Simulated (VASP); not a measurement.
OSZICAR of a VASP run on Co (hcp):

OSZICAR:
```
       N       E                     dE             d eps       ncg     rms          rms(c)
DAV:   1     0.695636635197E+02    0.69564E+02   -0.70871E+03 17696   0.131E+03
DAV:   2    -0.143440093759E+02   -0.83908E+02   -0.77602E+02 17350   0.237E+02
DAV:   3    -0.161293179507E+02   -0.17853E+01   -0.17398E+01 21074   0.484E+01
DAV:   4    -0.161581841875E+02   -0.28866E-01   -0.28861E-01 24462   0.464E+00
DAV:   5    -0.161583764809E+02   -0.19229E-03   -0.19229E-03 21439   0.367E-01    0.146E+01
DAV:   6    -0.145196441990E+02    0.16387E+01   -0.14023E+01 18617   0.753E+01    0.711E+00
DAV:   7    -0.140897680456E+02    0.42988E+00   -0.19823E+00 18911   0.273E+01    0.378E+00
DAV:   8    -0.140715565361E+02    0.18212E-01   -0.20137E-02 23656   0.168E+00    0.175E+00
DAV:   9    -0.140564570805E+02    0.15099E-01   -0.61063E-03 24555   0.139E+00    0.497E-01
DAV:  10    -0.140562854486E+02    0.17163E-03   -0.13056E-03 23114   0.498E-01    0.667E-02
DAV:  11    -0.140562188839E+02    0.66565E-04   -0.37279E-05 23212   0.759E-02    0.292E-02
DAV:  12    -0.140562169759E+02    0.19080E-05   -0.37812E-06 19275   0.241E-02    0.130E-02
DAV:  13    -0.140562171259E+02   -0.14998E-06   -0.12430E-06 10793   0.164E-02
   1 F= -.14056217E+02 E0= -.14056048E+02  d E =-.508346E-03  mag=     3.2356
```

Question: Which electronic solver shows in the log?

Answer: It is blocked Davidson (ALGO = Normal, or the opening steps of other solvers). The INCAR had ALGO = Normal.

Question: How was spin treated?

Answer: Collinear spin (ISPIN = 2): the summary line carries one mag value, 3.24 μB in the cell.

Question: Can the final energy be trusted as converged?

Answer: The calculation finished and met its thresholds. It stopped with EDIFF = 1E-6, NELM = 100 (PBE GGA, plane waves, VASP's PBE PAW potentials (set 64)).

The compound is Co in the hcp structure. The cell was not relaxed at this level, atoms are displaced from their ideal sites. The run is one of a series of settings (KGAMMA = .FALSE., KSPACING = 0.25, KPOINTS file removed against the base run), some of them coarse on purpose.
